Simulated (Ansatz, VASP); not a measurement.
# Cross-check of Hf2Mo (Hf2Mo in the C11b ordering) between VASP and Ansatz, part 2 of 2

Aim: how closely do two programs agree when they are given the same cell, functional and k mesh? The cell is generated by rule, not measured, and may not be a known phase. The cell is taken from a series of runs on this material, whose earlier steps may have relaxed, scaled, displaced or heated it; both programs get it as it stands.

VASP 6.6.1 and Ansatz 0.2.0.

So far: The structure; VASP: zone-centre phonons, PBE.

The structure was built from a prototype and need not be the compound's stable phase.

### Step 3. Ansatz: zone-centre phonons, PBE

Level of this step: Ansatz beside VASP: Kohn-Sham DFT, plane waves, PBE (Ansatz).

Ansatz runs on its default PAW (the set named soft_2) files.

The same cell, functional, mesh and smearing now go to Ansatz, which takes its cutoff from its data sets.

Contents of input.yaml:

```yaml
crystal:
  lattice:
    - [3.3829883658, 0.0, 0.0]
    - [0.0, 3.3829883658, 0.0]
    - [1.6914941829, 1.6914941829, 5.2255613082]
  atoms:
    - { symbol: Mo, position: [0.0, 0.0, 0.0] }
    - { symbol: Hf, position: [0.6482537494, 0.6482537494, 0.7034925011] }
    - { symbol: Hf, position: [0.3517462506, 0.3517462506, 0.2965074989] }
kpoints:
  mp_grid: { grid: [6, 6, 6] }
hamiltonian:
  xc: pbe
scf:
  occupations: { method: methfessel_paxton, width: 0.2 }
output:
  eigenvalues: true
phonons:
  method: dfpt
  qmesh: [2, 2, 2]
  temperatures: { t_max: 1000, t_step: 50 }
  qpath:
    path:
      - [[0.0, 0.0, 0.0], [0.5, 0.5, 0.5], [0.5, 0.5, 0.75], [0.5, 0.0, 0.5], [0.0, 0.0, 0.0], [0.0, 0.0, 0.5], [0.44761039, 0.0, 0.7238052]]
      - [[0.55238961, 0.0, 0.2761948], [0.0, 0.0, 0.0]]
      - [[0.5, 0.5, 0.5], [0.55238961, 0.44761039, 0.5]]
      - [[0.44761039, 0.44761039, 0.94761039], [0.0, 0.0, 0.5]]
    npoints: 10
```

Run with:

```console
$ ansatz run input.yaml --threads 4 --pin off --max-ram 8192MiB --backend cpu --events-out ev --progress --plain --runs-dir out
```

Numbers of over 12 decimals in the logs are rounded to 6 here.

The log of the run:

```text
Warning: phonons: the dynamical matrix that this run interpolates holds no multipole term above the dipole-dipole one, and a site of this crystal is no centre of inversion, so its interpolated transverse optical and acoustic branches and sound speeds can stay off near Gamma, and the density of states and the thermodynamics with them. What a run solves at a wave vector of phonons.qpoints, Gamma apart, where the deck admits one, is free of this, and under fd what a larger phonons.supercell samples
Engine: ansatz 0.2.0, aarch64-unknown-linux-gnu
Pseudopotentials: kind: paw
Pseudopotential: Mo, paw, valence charge 14, recommended cutoff 420 eV (normal), Mo.paw.azcp
Pseudopotential: Hf, paw, valence charge 26, recommended cutoff 420 eV (normal), Hf.paw.azcp
Functional definition: PBE
  parameter kappa = 0.804
  parameter beta = 0.066725
  exchange = pbe_x(kappa = kappa, mu = beta*pi^2/3)
  correlation = pbe_c(beta = beta)
Crystal: 3 atoms, lattice volume = 59.805 Å³
Basis set: ecut = 420 eV, 1181 PW (Γ), exchange–correlation on 80×80×80 points (8 copies of the dense FFT grid, shifted against one another)
Bands: 40, of which v1, the nominal top of the filled ones, is band 33 counted from 1 (32 counted from 0)
Symmetry: 16 space group operations
k-points: 30 of 216
Non-local potential: Mo, projectors of the file, l = 0: 3, l = 1: 2, l = 2: 2, l = 3: 1
Non-local potential: Hf, projectors of the file, l = 0: 3, l = 1: 2, l = 2: 2, l = 3: 3
PAW form: soft (Blöchl's): semilocal exchange-correlation on the pseudo side does not see the compensation charge
PAW one-centre angular grid: Mo, 590 points (default); XC on 64 Gauss nodes
PAW one-centre angular grid: Hf, 590 points (default); XC on 64 Gauss nodes
Initial density: superposition of atomic densities (neutral atoms: chi_scale 0, normalization atom), corrected by the library's trained network
Initial wavefunctions: pseudopotential atomic-orbital guess
Functional: x = pbe(κ = 0.804, μ = 0.219515), c = pbe(β = 0.066725)
SCF iter   1: F=—  HF=-36398.743947 eV  |F-HF|=—  |Δ(HF+E_count)|=         —  Δρ=9.94e-3  dr2=1.66e-1  ethr=1.77e-3  ⟨swp⟩=4.3  Hψ=3643  notcnv=0
preconditioner: auto → Kerker (q_TF=auto, 2.773 Å⁻¹)  [metal: Δε(μ)=0.010 eV  Ē_g=17.775 eV  σ=0.200 eV  W_gap=0.04  n_scr=24 (ndim 8)  ℏωp=37.2 eV  f_vac=0.000  D(μ)=4.67/eV (n_scr^D=54)]
SCF iter   2: F=—  HF=-36398.733353 eV  |F-HF|=—  |Δ(HF+E_count)|=   1.06e-2  S|Δr|=    0.00e0  Δρ=5.19e-3  dr2=4.56e-2  ethr=2.52e-4  ⟨swp⟩=1.0  Hψ=1440  notcnv=0
SCF iter   3: F=—  HF=-36398.728934 eV  |F-HF|=—  |Δ(HF+E_count)|=   4.42e-3  S|Δr|=    0.00e0  Δρ=6.92e-4  dr2=2.06e-4  ethr=6.91e-5  ⟨swp⟩=1.9  Hψ=1238  notcnv=0
SCF iter   4: F=—  HF=-36398.728988 eV  |F-HF|=—  |Δ(HF+E_count)|=   5.43e-5  S|Δr|=    0.00e0  Δρ=2.34e-4  dr2=2.19e-5  ethr=3.12e-7  ⟨swp⟩=2.0  Hψ=2149  notcnv=0
SCF iter   5: F=—  HF=-36398.728949 eV  |F-HF|=—  |Δ(HF+E_count)|=   3.95e-5  S|Δr|=    0.00e0  Δρ=1.07e-4  dr2=6.47e-6  ethr=3.32e-8  ⟨swp⟩=2.2  Hψ=2168  notcnv=0
SCF iter   6: F=—  HF=-36398.728945 eV  |F-HF|=—  |Δ(HF+E_count)|=   3.11e-6  S|Δr|=    0.00e0  Δρ=3.31e-5  dr2=6.53e-7  ethr=9.81e-9  ⟨swp⟩=2.0  Hψ=1798  notcnv=0
SCF iter   7: F=—  HF=-36398.728941 eV  |F-HF|=—  |Δ(HF+E_count)|=   4.89e-6  S|Δr|=    0.00e0  Δρ=6.44e-6  dr2=2.59e-8  ethr=9.90e-10  ⟨swp⟩=1.8  Hψ=1261  notcnv=0
SCF iter   8: F=—  HF=-36398.728941 eV  |F-HF|=—  |Δ(HF+E_count)|=   3.04e-9  S|Δr|=    0.00e0  Δρ=1.82e-6  dr2=1.81e-9  ethr=3.93e-11  ⟨swp⟩=2.6  Hψ=1979  notcnv=0
SCF iter   9: F=—  HF=-36398.728941 eV  |F-HF|=—  |Δ(HF+E_count)|=  1.46e-10  S|Δr|=    0.00e0  Δρ=3.21e-7  dr2=7.12e-11  ethr=2.74e-12  ⟨swp⟩=2.4  Hψ=1997  notcnv=0
SCF iter  10: F=-36398.728941 eV  HF=-36398.728941 eV  |F-HF|=0.00e0  |Δ(HF+E_count)|=  4.37e-11  S|Δr|=    0.00e0  Δρ=5.71e-8  dr2=2.12e-12  ethr=1.00e-12  ⟨swp⟩=10.0  Hψ=6462  notcnv=0
SCF 1 converged in 10 iterations: F = -36398.728941 eV  dr2 = 2.12e-12
  greatest PAW one-centre occupation: 0.998 electrons in one spin orbital (limit 2), on the Hf atom at site 2 (counted from 0), in its partial waves of l = 0
Initial density: read from a saved state, or passed on in memory by an earlier SCF of this step, an earlier step, the calling program or the single point that the run made first
iter 1 solved again at ethr=1.35e-8 eV; its pass at ethr=3.10e-3 eV (dr2=8.93e-6 eV) is discarded
SCF iter   1: F=—  HF=-36398.728952 eV  |F-HF|=—  |Δ(HF+E_count)|=         —  Δρ=3.12e-7  dr2=5.11e-11  ethr=1.35e-8  ⟨swp⟩=3.4  Hψ=7340  notcnv=0
eigensolver tolerance schedule: the retry pair's looser diagonalisation over-reported the residual by 174718.73 of it (diagonalisation noise at 3.21 of the residual, at the tolerance the schedule requests for it); recorded, not acted on — ethr = c·dr2/N_el stays at c = 1.0e-1
preconditioner: auto → Kerker (q_TF=auto, 2.773 Å⁻¹)  [metal: Δε(μ)=0.031 eV  Ē_g=17.773 eV  σ=0.200 eV  W_gap=0.13  n_scr=24 (ndim 8)  ℏωp=37.2 eV  f_vac=0.000  D(μ)=4.64/eV (n_scr^D=54)]
SCF iter   2: F=—  HF=-36398.728941 eV  |F-HF|=—  |Δ(HF+E_count)|=   1.10e-5  S|Δr|=    0.00e0  Δρ=1.77e-7  dr2=1.37e-11  ethr=1.00e-12  ⟨swp⟩=3.4  Hψ=3178  notcnv=0
SCF iter   3: F=-36398.728941 eV  HF=-36398.728941 eV  |F-HF|=0.00e0  |Δ(HF+E_count)|=  7.28e-12  S|Δr|=    0.00e0  Δρ=1.15e-7  dr2=6.57e-12  ethr=1.00e-12  ⟨swp⟩=5.1  Hψ=3837  notcnv=0
SCF 2 converged in 3 iterations: F = -36398.728941 eV  dr2 = 6.57e-12
phonons: the bands overlap, so this run is a metal and interpolates without the dipole-dipole term. If the crystal is really an insulator or semiconductor, its LO-TO splitting is missing
NSCF: frozen V_eff on 30 k-points
NSCF: frozen V_eff on 46 k-points
DFPT response loops at q = (0, 0, 0) (fractional): preconditioner auto → Kerker (q_TF=auto, 2.773 Å⁻¹) (partly filled bands, converged f_vac=0.000); β = 1.00, the filter's whole step (`scf.mixing.beta` (0.50) is not read by the response loops under this deck's `scf.mixing.preconditioner`; to damp them name `kerker` or `kerker_dos`, under which they read `scf.mixing.beta`, and type it under 1.00, their step now; both keys bind the ground state too); Broyden in place of MSR1
NSCF: frozen V_eff on 92 k-points
DFPT response loops at q = (0, 0, -0.5) (fractional): mixed as the last ones told, above
NSCF: frozen V_eff on 136 k-points
DFPT response loops at q = (0, -0.5, 0) (fractional): mixed as the last ones told, above
NSCF: frozen V_eff on 136 k-points
DFPT response loops at q = (-0.5, -0.5, 0) (fractional): mixed as the last ones told, above
SCF converged after 10 iterations
Stability not checked: this state was not tested for a lower state beside it, because cold or Methfessel-Paxton smearing, or corrected tetrahedra, fill the levels in a way that the test cannot read (fill_not_monotonic; see scf.lower_state_search)
Free energy (F): -36398.728941 eV
Harris-Foulkes:  -36398.728941 eV  (|F-HF|=0.00e0)
Internal energy: -36398.728440 eV  (E = F + TS)
E sigma→0 (E₀):  -36398.728815 eV
Entropy (-TS):   -0.000500 eV (-0.167 meV/atom)
Fermi energy:    19.895494 eV
--- Per-component energies (eV) ---
  E_band       = 39.602291
  E_kinetic    = 1291.891636
  E_local      = -11063.983915  (includes V_loc(G=0)·N_el)
  E_nonlocal   = -2343.715627
  E_hartree    = 5109.870749
  E_xc         = -784.205331
  E_vxc        = -762.060113  (∫ρ·V_xc dr)
  E_paw        = -17058.100447  (= ΣΔE_a)
  E_vpaw       = 2697.728791  (= ΣTr[D̂ρ^β])
  E_aug_tail   = 0.000052  (compensation charges beyond the density's cutoff)
  E_ewald      = -11550.485558
  E_smearing   = -0.000500  (= −TS)
  E_closure    = 0.000000  (closes the sum)
  Σ components = -36398.728941   (vs F -36398.728941, Δ=0.00e0)
--- Band table (eV; the first three rows and the last of 30) ---
  k-point 0: bands = [... 29 lower, 17.5844, 18.8758, 20.1643, 20.2360, 20.2360, 22.6600, 22.7582, 22.7582, ... 3 higher]
  k-point 1: bands = [... 29 lower, 17.2901, 19.2485, 20.2032, 20.2139, 20.2139, 21.9854, 21.9854, 23.0560, ... 3 higher]
  k-point 2: bands = [... 29 lower, 16.9373, 20.0991, 20.1706, 20.1706, 20.2869, 21.4614, 21.4614, 22.3316, ... 3 higher]
  k-point 29: bands = [... 29 lower, 18.5990, 18.8104, 18.9028, 19.2265, 20.6110, 21.2797, 22.4383, 22.4388, ... 3 higher]
--- Phonons (Γ-DFPT): 4 representative perturbations + reference (Σ response iterations 13) ---
  ASR residual: 1.744e-4 → 0.000e0 eV/Å²; symmetrization residual: 1.488e-6 eV/Å²
  ASR residual per site (eV/Å²): 1.74e-4 6.28e-5 6.28e-5
  Γ frequencies (cm⁻¹): 0.00 0.00 0.00 84.02 84.02 144.01 156.88 157.93 157.93
--- Phonons (arbitrary-q DFPT): 4 irreducible q on the 2×2×2 mesh ---
  q = [0.0000, 0.0000, 0.0000] (star 1, of the zone-centre solve; hermiticity 3.13e-7, symmetrization 2.77e-12): -0.00 0.00 0.00 84.02 84.02 144.01 156.88 157.93 157.93
  q = [0.0000, 0.0000, -0.5000] (star 1, 4 solved perturbations in 152 linear systems a pass and spin channel, the states on 46 of 216 k-point pairs; hermiticity 2.40e-5, symmetrization 7.19e-6): 46.67 46.67 69.38 69.38 80.01 114.87 131.50 160.62 160.62
  q = [0.0000, -0.5000, 0.0000] (star 4, 6 solved perturbations on 68 of 216 k-point pairs; hermiticity 8.65e-6, symmetrization 8.05e-6): -67.64 69.62 78.76 88.29 90.17 116.55 116.81 152.30 188.38
  q = [-0.5000, -0.5000, 0.0000] (star 2, 4 solved perturbations in 228 linear systems a pass and spin channel, the states on 68 of 216 k-point pairs; hermiticity 2.05e-6, symmetrization 1.74e-8): 29.60 47.09 74.93 81.95 85.03 107.25 132.33 180.29 181.25
  sum rule: each row above includes the acoustic sum rule's correction from the zone centre's row sums; it moved no ω² by more than (0.70 cm⁻¹)²
  mesh force constants: q→R imaginary residual 1.69e-17; ASR residual 1.744e-4 → 0.000e0 eV/Å²; symmetrization residual 2.665e-15 eV/Å²
  interpolated dispersion: 94 rows × 9 modes
  density of states and harmonic sums: on the 20×20×12 q-mesh, interpolated from the force constants of a 2×2×2 supercell (no non-analytic term)
  largest difference from the sums on the solved wave vectors: F 9.91e-2 eV, S 1.34e-4 and C_V 3.51e-5 eV/K
  zero-point energy: 0.055820 eV/cell   skipped modes (ω ≤ 0): 455, of them read as no rigid motion or as one in doubt: 452 (4.746e-1 modes/cell left out, lowest -73.74 cm⁻¹)   left out of the sums: 5.28e-2 of the cell's modes: C_V's classical limit lies that fraction below 3 k_B per atom; for a crystal, a wire or a layer, F and S can be off by more, and a phonons.interpolated_qmesh denser along its periods is the remedy for the sampling
```

In the SCF lines HF is the Harris–Foulkes energy and dr2 the Hartree energy of the density residual, in eV; the loop may stop once dr2 is under the threshold and the program's other checks hold. Hψ counts applications of the Hamiltonian.

### Step 4. Differences

Known differences besides the potentials themselves: VASP's run holds the zone centre alone; the data sets hold 66 valence electrons in Ansatz (on its default PAW (the set named soft_2) files) and 34 in VASP; the cutoff is 420 eV in Ansatz and 500 eV in VASP. Total energies have different zeros and are not compared.

The two programs side by side:

```
                  quantity  Ansatz   VASP  difference
optical mode 1 to 2 (cm⁻¹)    84.0   83.1     +1.05 %
     optical mode 3 (cm⁻¹)   144.0  144.1     -0.07 %
     optical mode 4 (cm⁻¹)   156.9  155.5     +0.87 %
optical mode 5 to 6 (cm⁻¹)   157.9  156.4     +0.96 %
```

Modes are paired by rising frequency, not by their patterns, so a pair may set unlike modes beside each other; they are those without the splitting of longitudinal modes.

### Step 5. Outcome

```json
{
  "r.m.s. difference of the optical zone-centre modes, each program's sorted by frequency (zone-centre phonons, PBE)": "1.1 cm⁻¹",
  "difference in optical mode 1 to 2 (zone-centre phonons, PBE)": "+1.0 %"
}
```

In words: The r.m.s. difference of the optical zone-centre modes, each program's sorted by frequency is 1.1 cm⁻¹ (zone-centre phonons, PBE). The data sets hold unlike numbers of valence electrons (66 in Ansatz and 34 in VASP), so part of the differences may come from the potentials. Among the rows given in per cent, the largest difference of the zone-centre phonons, PBE pair is in optical mode 1 to 2, +1.0 %. How closely two codes agree says nothing of how well the functional describes the real material.

[Lines on the potential files, build, host, timing and source positions are cut from VASP's logs without a mark.]

[Logs are printed without paths, hosts, clocks, repeated set-up lines and the standing remarks that a program may print on its own settings, such as how far it seeks lower states.]

[Hosts, paths, dates, database ids (printed as entryN), source tags and the programs' standing remarks are cut or masked in the printed files.]
